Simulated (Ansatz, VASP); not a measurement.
# Cross-check of SnSe2 between VASP and Ansatz, part 2 of 2

One calculation is typed for both programs; each brings its own data sets. How far apart do they land? The cell is taken from a series of runs on this material, whose earlier steps may have relaxed, scaled, displaced or heated it; both programs get it as it stands.

VASP 6.6.1 and Ansatz 0.2.0.

So far: The starting structure; Ansatz: zone-centre phonons, PBEsol with D3(BJ).

## (3) VASP: zone-centre phonons, PBEsol with D3(BJ)

Level of this step: PBEsol with D3(BJ); plane waves and PAW (Se, Sn_d) (VASP).

The same cell, functional, mesh and smearing now go to VASP, with its own data sets.

Lines of VASP's logs that name or quote its potential files are left out, and so is its time.

Contents of INCAR:

```
SYSTEM = SnSe2
PREC = Accurate
ENCUT = 500
EDIFF = 1E-08
NELM = 120
ISMEAR = 0
SIGMA = 0.02
LREAL = .FALSE.
ALGO = Normal
GGA = PS
IVDW = 12
NBANDS = 19
LORBIT = 11
LWAVE = .FALSE.
LCHARG = .FALSE.
ISIF = 2
IBRION = 6
NFREE = 2
POTIM = 0.015
NSW = 1
LASPH = .TRUE.
GGA_COMPAT = .FALSE.
KPAR = 2
```

Contents of POSCAR:

```
SnSe2
1.0
    3.7902135184      0.0000000000      0.0000000000
   -1.8951067592      3.2824211927      0.0000000000
    0.0000000000      0.0000000000      5.7655739800
Se Sn
2 1
Direct
    0.3333333333      0.6666666667      0.2750457176
    0.6666666667      0.3333333333      0.7249542824
    0.0000000000      0.0000000000      0.0000000000
```

Contents of KPOINTS:

```
Automatic mesh
0
Gamma
12 12 6
0 0 0
```

PAW data sets: Se and Sn_d (PBE family, release 64).

Launch:

```
mpirun -np 2 vasp_std
```

Numbers of over 12 decimals in the logs are rounded to 6 here.

The log of the run:

```text
[banner, memory and clock lines left out]
running    2 mpi-ranks, on    1 nodes
 distrk:  each k-point on    1 cores,    2 groups
 distr:  one band on    1 cores,    1 groups

 POSCAR found type information on POSCAR SeSn
 POSCAR found :  2 types and       3 ions
|                                                                             |
|               ----> ADVICE to this user running VASP <----                  |
|                                                                             |
|     You enforced a specific xc type in the INCAR file but a different       |
|     [... a line on the potential file left out ...]
|     I HOPE YOU KNOW WHAT YOU ARE DOING!                                     |
|                                                                             |

 LDA part: xc-table for (Slater+PW92), standard interpolation
 POSCAR, INCAR and KPOINTS ok, starting setup
 FFT: planning ... GRIDC
 FFT: planning ... GRID_SOFT
 FFT: planning ... GRID
 WAVECAR not read
 entering main loop
       N       E                     dE             d eps       ncg     rms          rms(c)
DAV:   1     0.199295228548E+03    0.19930E+03   -0.12125E+04  3896   0.155E+03
DAV:   2     0.880987009829E+01   -0.19049E+03   -0.18413E+03  4070   0.386E+02
DAV:   3    -0.124350683444E+02   -0.21245E+02   -0.20642E+02  4619   0.114E+02
DAV:   4    -0.131755614002E+02   -0.74049E+00   -0.73844E+00  4512   0.218E+01
DAV:   5    -0.131923445556E+02   -0.16783E-01   -0.16781E-01  5085   0.351E+00    0.521E+00
DAV:   6    -0.129706160399E+02    0.22173E+00   -0.43991E-01  5528   0.769E+00    0.331E+00
DAV:   7    -0.129452614488E+02    0.25355E-01   -0.13559E-01  4526   0.265E+00    0.925E-01
DAV:   8    -0.129435526488E+02    0.17088E-02   -0.10213E-02  4750   0.999E-01    0.265E-01
DAV:   9    -0.129435540629E+02   -0.14141E-05   -0.11363E-03  4070   0.245E-01    0.766E-02
DAV:  10    -0.129435527953E+02    0.12676E-05   -0.92753E-05  4587   0.610E-02    0.269E-02
DAV:  11    -0.129435620728E+02   -0.92775E-05   -0.18449E-05  3941   0.265E-02    0.590E-03
DAV:  12    -0.129435623616E+02   -0.28886E-06   -0.85075E-07  4983   0.634E-03    0.470E-03
DAV:  13    -0.129435624107E+02   -0.49100E-07   -0.43494E-07  4007   0.488E-03    0.141E-03
DAV:  14    -0.129435624332E+02   -0.22433E-07   -0.25484E-08  3868   0.980E-04    0.436E-04
DAV:  15    -0.129435624249E+02    0.83160E-08   -0.46639E-09  2984   0.562E-04
   1 F= -.14008048E+02 E0= -.14008029E+02  d E =-.389283E-04
[... from here on, the cycles between the ionic steps are left out ...]
   2 F= -.14007602E+02 E0= -.14007581E+02  d E =-.420963E-04
   3 F= -.14007602E+02 E0= -.14007581E+02  d E =-.421009E-04
   4 F= -.14007422E+02 E0= -.14007362E+02  d E =-.120201E-03
   5 F= -.14006760E+02 E0= -.14006757E+02  d E =-.528404E-05
   6 F= -.14007426E+02 E0= -.14007407E+02  d E =-.385773E-04
   7 F= -.14007426E+02 E0= -.14007407E+02  d E =-.385716E-04
   8 F= -.14006377E+02 E0= -.14006357E+02  d E =-.403218E-04
 Finite differences progress:
  Degree of freedom:   4/  4
  Displacement:        1/  2
  Total:               7/  8
 bond charge predicted
       N       E                     dE             d eps       ncg     rms          rms(c)
DAV:   1    -0.129307244845E+02    0.11168E-01   -0.43651E+00  4883   0.117E+01    0.416E-01
DAV:   2    -0.129419207082E+02   -0.11196E-01   -0.12892E-01  5208   0.256E+00    0.155E-01
DAV:   3    -0.129419813630E+02   -0.60655E-04   -0.25128E-03  4465   0.412E-01    0.950E-02
DAV:   4    -0.129419109000E+02    0.70463E-04   -0.17766E-04  5393   0.102E-01    0.528E-02
DAV:   5    -0.129418923693E+02    0.18531E-04   -0.79341E-05  4348   0.663E-02    0.181E-02
DAV:   6    -0.129418921743E+02    0.19498E-06   -0.13132E-05  4629   0.201E-02    0.102E-02
DAV:   7    -0.129418923239E+02   -0.14966E-06   -0.40805E-06  4100   0.133E-02    0.220E-03
DAV:   8    -0.129418923404E+02   -0.16490E-07   -0.26437E-07  4069   0.352E-03    0.626E-04
DAV:   9    -0.129418923520E+02   -0.11541E-07   -0.15076E-08  3706   0.101E-03    0.438E-04
DAV:  10    -0.129418923593E+02   -0.73678E-08   -0.38709E-09  2041   0.435E-04
   9 F= -.14006377E+02 E0= -.14006357E+02  d E =-.403192E-04
 Finite differences progress:
  Degree of freedom:   4/  4
  Displacement:        2/  2
  Total:               8/  8
```

OUTCAR, selected parts (step 3):

```text
ion  position               nearest neighbor table
   1  0.333  0.667  0.275-   3 2.70   3 2.70   3 2.70
   2  0.667  0.333  0.725-   3 2.70   3 2.70   3 2.70
   3  0.000  0.000  0.000-   1 2.70   2 2.70   1 2.70   2 2.70   2 2.70   1 2.70

  LATTYP: Found a hexagonal cell.
 ALAT       =     3.7902135184
 C/A-ratio  =     1.5211739265

 Subroutine GETGRP returns: Found 12 space group operations
 (whereof 12 operations were pure point group operations)

The static configuration has the point symmetry D_3d.

 Found    100 irreducible k-points:

   k-points           NKPTS =    100   k-points in BZ     NKDIM =    100   number of bands    NBANDS=     19

   dimension x,y,z NGX =    28 NGY =   28 NGZ =   42
   dimension x,y,z NGXF=    56 NGYF=   56 NGZF=   84

   ENCUT  =  500.0 eV  36.75 Ry    6.06 a.u.   6.91  6.91 10.51*2*pi/ulx,y,z

   NELECT =      26.0000    total number of electrons

 k-points in reciprocal lattice and weights: Automatic mesh
   0.00000000  0.00000000  0.00000000       0.001
   0.08333333  0.00000000  0.00000000       0.007
   0.16666667  0.00000000  0.00000000       0.007
   0.25000000  0.00000000  0.00000000       0.007
   0.33333333  0.00000000  0.00000000       0.007
   0.41666667 -0.00000000  0.00000000       0.007
   0.50000000  0.00000000  0.00000000       0.003
   0.08333333  0.08333333  0.00000000       0.007
   0.16666667  0.08333333  0.00000000       0.014
[...]
0.33333333  0.25000000  0.50000000       0.014
   0.33333333  0.33333333  0.50000000       0.002

 Edisp (eV)   -1.06448

 average (electrostatic) potential at core
       1 -52.5339       2 -52.6055       3-101.6443

 E-fermi :   5.3114

 k-point     1 :       0.0000    0.0000    0.0000
  band No.  band energies     occupation
    ...
      9       4.2979      2.00000
     10       4.2979      2.00000
     11       4.4297      2.00000
     12       4.4297      2.00000
     13       5.1182      2.00000
     14       5.8192      0.00000
     15       7.9512      0.00000
     16       9.6240      0.00000
     17       9.6240      0.00000
     18      13.1759      0.00000
    ...

 k-point     2 :       0.0833    0.0000    0.0000
  band No.  band energies     occupation
    ...
      9       3.3310      2.00000
     10       3.8733      2.00000
     11       4.0416      2.00000
     12       4.7180      2.00000
     13       5.2488      1.99999
     14       6.5427      0.00000
     15       8.3300      0.00000
     16       9.3168      0.00000
     17       9.7147      0.00000
     18      12.9329      0.00000
    ...

 k-point     3 :       0.1667    0.0000    0.0000
  band No.  band energies     occupation
    ...
      9       2.0732      2.00000
     10       3.1975      2.00000
     11       3.3497      2.00000
     12       4.8803      2.00000
     13       5.1696      2.00000
     14       7.2150      0.00000
     15       8.5993      0.00000
     16       9.5375      0.00000
     17       9.8950      0.00000
     18      11.8541      0.00000
    ...

 Edisp (eV)   -1.06448

  Total       0.06512     0.06512     0.06316    -0.00000     0.00000     0.00000
  in kB       1.45448     1.45448     1.41072    -0.00000     0.00000     0.00000
  external pressure =        1.44 kB  Pullay stress =        0.00 kB

  energy-cutoff  :      500.00
  volume of cell :       71.73
      direct lattice vectors                 reciprocal lattice vectors
     3.790213518  0.000000000  0.000000000     0.263837379  0.152326582  0.000000000
    -1.895106759  3.282421193  0.000000000     0.000000000  0.304653163  0.000000000
     0.000000000  0.000000000  5.765573980     0.000000000  0.000000000  0.173443269

 POSITION                                       TOTAL-FORCE (eV/Angst)
 -----------------------------------------------------------------------------------
     -0.00000      2.18828      1.58580         0.000000     -0.000000     -0.088839
      1.89511      1.09414      4.17978        -0.000000     -0.000000     -0.134391
      0.00000      0.00000     -0.01500         0.000000      0.000000      0.223229
 -----------------------------------------------------------------------------------
    total drift:                                0.000000      0.000000     -0.000498

  FREE ENERGIE OF THE ION-ELECTRON SYSTEM (eV)
  ---------------------------------------------------
  free  energy   TOTEN  =       -14.0063770255 eV

  energy  without entropy=      -14.0063367063  energy(sigma->0) =      -14.00635687

 Eigenvectors and eigenvalues of the dynamical matrix
 ----------------------------------------------------

   1 f  =    7.328018 THz    46.043292 2PiTHz  244.436354 cm-1    30.306232 meV
             X         Y         Z           dx          dy          dz
     -0.000000  2.188281  1.585796    -0.000000    0.000000    0.463383
      1.895107  1.094140  4.179778    -0.000000    0.000000    0.463383
      0.000000  0.000000  0.000000     0.000000   -0.000000   -0.755349

   2 f  =    5.430362 THz    34.119970 2PiTHz  181.137376 cm-1    22.458162 meV
             X         Y         Z           dx          dy          dz
     -0.000000  2.188281  1.585796    -0.000000   -0.000000   -0.707107
      1.895107  1.094140  4.179778    -0.000000   -0.000000    0.707107
      0.000000  0.000000  0.000000     0.000000    0.000000   -0.000000

   3 f  =    4.465682 THz    28.058710 2PiTHz  148.959129 cm-1    18.468570 meV
             X         Y         Z           dx          dy          dz
     -0.000000  2.188281  1.585796    -0.463283    0.000006    0.000000
      1.895107  1.094140  4.179778    -0.463283    0.000006   -0.000000
      0.000000  0.000000  0.000000     0.755472   -0.000009    0.000000

   4 f  =    4.465682 THz    28.058710 2PiTHz  148.959129 cm-1    18.468570 meV
             X         Y         Z           dx          dy          dz
     -0.000000  2.188281  1.585796     0.000006    0.463283    0.000000
      1.895107  1.094140  4.179778     0.000006    0.463283    0.000000
      0.000000  0.000000  0.000000    -0.000009   -0.755472    0.000000

   5 f  =    3.999811 THz    25.131556 2PiTHz  133.419344 cm-1    16.541883 meV
             X         Y         Z           dx          dy          dz
     -0.000000  2.188281  1.585796     0.707107   -0.000040   -0.000000
      1.895107  1.094140  4.179778    -0.707107    0.000040    0.000000
      0.000000  0.000000  0.000000     0.000000    0.000000   -0.000000

   6 f  =    3.999811 THz    25.131556 2PiTHz  133.419344 cm-1    16.541883 meV
             X         Y         Z           dx          dy          dz
     -0.000000  2.188281  1.585796    -0.000040   -0.707107   -0.000000
      1.895107  1.094140  4.179778     0.000040    0.707107    0.000000
      0.000000  0.000000  0.000000    -0.000000   -0.000000    0.000000

   7 f/i=    0.000600 THz     0.003769 2PiTHz    0.020009 cm-1     0.002481 meV
             X         Y         Z           dx          dy          dz
     -0.000000  2.188281  1.585796    -0.031873   -0.533248    0.000000
      1.895107  1.094140  4.179778    -0.031873   -0.533248    0.000000
      0.000000  0.000000  0.000000    -0.039091   -0.654014    0.000000

   8 f/i=    0.000600 THz     0.003769 2PiTHz    0.020009 cm-1     0.002481 meV
             X         Y         Z           dx          dy          dz
     -0.000000  2.188281  1.585796     0.533248   -0.031873    0.000000
      1.895107  1.094140  4.179778     0.533248   -0.031873    0.000000
      0.000000  0.000000  0.000000     0.654014   -0.039091    0.000000

   9 f/i=    0.002360 THz     0.014826 2PiTHz    0.078709 cm-1     0.009759 meV
             X         Y         Z           dx          dy          dz
     -0.000000  2.188281  1.585796     0.000000   -0.000000   -0.534112
      1.895107  1.094140  4.179778     0.000000   -0.000000   -0.534112
      0.000000  0.000000  0.000000    -0.000000   -0.000000   -0.655323

 ELASTIC MODULI CONTR FROM IONIC RELAXATION (kBar)
 Direction    XX          YY          ZZ          XY          YZ          ZX
 --------------------------------------------------------------------------------
 XX        -128.0090    -93.9524   -304.2711     -0.0000     63.9788      0.0000
 YY         -93.9524   -128.0090   -304.2711     -0.0000    -63.9788      0.0000
 ZZ        -304.2711   -304.2711   -834.2069     -0.0000     -0.0000      0.0000
 XY          -0.0000     -0.0000     -0.0000    -17.0283      0.0000     63.9787
 YZ          63.9788    -63.9788     -0.0000      0.0000   -240.3806     -0.0000
 ZX           0.0000      0.0000      0.0000     63.9787     -0.0000   -240.3805
 --------------------------------------------------------------------------------

 total charge
# of ion       s       p       d       tot
------------------------------------------
    1        1.491   2.294   0.032   3.818
    2        1.491   2.294   0.032   3.818
    3        1.068   1.047  10.105  12.220
--------------------------------------------------
tot          4.051   5.635  10.170  19.855

[... 3 further parts left out ...]
```

CONTCAR:

```
SnSe2
   1.00000000000000
     3.7902135183999999    0.0000000000000000    0.0000000000000000
    -1.8951067591999999    3.2824211927000002    0.0000000000000000
     0.0000000000000000    0.0000000000000000    5.7655739800000001
  Se              Sn
     2     1
Direct
     0.3333333332999970    0.6666666667000030    0.2750457176000012
     0.6666666667000030    0.3333333332999970    0.7249542823999988
     0.0000000000000000    0.0000000000000000   -0.0026016490382455
```

The last energy, forces, stress and levels in OUTCAR belong to the last displaced cell, not to the cell of POSCAR. The PAW data sets were made with PBE, which is usual practice but a small mismatch for other functionals.

Levels, forces or a CONTCAR printed for this step are those of its last displaced cell, not of the structure at rest.

## (4) Side by side

Known differences besides the potentials themselves: the data sets hold 46 valence electrons in Ansatz (on its PAW soft_1 files) and 26 in VASP; the cutoff is 420 eV in Ansatz and 500 eV in VASP; Ansatz makes its cores anew for this functional, VASP keeps those of its PBE data sets; Ansatz takes the dispersion share of the force constants at frozen C6 weights, VASP differentiates the full forces; VASP uses finite displacements, Ansatz perturbation theory. Total energies have different zeros and are not compared.

Compared:

```csv
quantity,Ansatz,VASP,difference
optical mode 1 to 2 (cm⁻¹),133.2,133.4,-0.18 %
optical mode 3 to 4 (cm⁻¹),148.5,149.0,-0.29 %
optical mode 5 (cm⁻¹),182.2,181.1,+0.56 %
optical mode 6 (cm⁻¹),243.7,244.4,-0.30 %
```

Modes are paired by rising frequency, not by their patterns, so a pair may set unlike modes beside each other; they are those without the splitting of longitudinal modes.

## (5) Results

| Item | Value |
| --- | --- |
| r.m.s. difference of the optical zone-centre modes, each program's sorted by frequency (zone-centre phonons, PBEsol with D3(BJ)) | 0.58 cm⁻¹ |
| difference in optical mode 5 (zone-centre phonons, PBEsol with D3(BJ)) | +0.6 % |

In words: The r.m.s. difference of the optical zone-centre modes, each program's sorted by frequency is 0.58 cm⁻¹ (zone-centre phonons, PBEsol with D3(BJ)). The data sets hold unlike numbers of valence electrons (46 in Ansatz and 26 in VASP), so part of the differences comes from the potentials. Among the rows given in per cent, the largest difference of the zone-centre phonons, PBEsol with D3(BJ) pair is in optical mode 5, +0.6 %. Such differences can come from data sets, numerical settings and the points named under the comparisons, not from the functional's error against experiment.

[Lines on the potential files, build, host, timing and source positions are cut from VASP's logs without a mark.]

[Logs are printed without paths, hosts, clocks, repeated set-up lines and the standing remarks that a program may print on its own settings, such as how far it seeks lower states.]

[Hosts, paths, dates, database ids (printed as entryN), source tags and the programs' standing remarks are cut or masked in the printed files.]
